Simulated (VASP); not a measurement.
Consider the following.

```xyz
3
Lattice="3.3205 0.0000 0.0000 -1.6602 2.8756 0.0000 0.0000 0.0000 5.9675" Properties=species:S:1:pos:R:3 pbc="T T T"
Ta     0.0000     0.0000     0.0000
S      0.0000     1.9171     1.5406
S      1.6602     0.9585     4.4269
```

Calculation: PBEsol GGA, VASP's PBE PAW potentials (set 64) (plane waves; VASP). Run with 400 eV cut-off, 14×14×7 Γ-centred mesh, tetrahedra with Blöchl corrections, potentials Ta_pv S.

Without a dispersion term in the relaxation, distances and binding between the weakly bound layers, chains or molecules are unreliable, and so is what depends on them.  Unless said otherwise, spin-orbit coupling is left out, though it shifts the bands of the heavy elements here.

### Question
Predict the energy per atom (σ→0), band gap (on the k-mesh) with the smallest direct gap where there is one.

### Answer

* **band gap (on the k-mesh)**: none (metal, semimetal or under 0.01 eV)
* **energy per atom (σ→0)**: -8.192 eV/atom

The absolute energy has meaning only against runs of the same code, potentials and settings.

The structure was generated: TaS2 was put into the CdI2 type (P-3m1), which need not be its known phase. It was relaxed first, which changed the volume by -12 %. The electron count is odd and the run is not spin-polarised, which forces a metal.
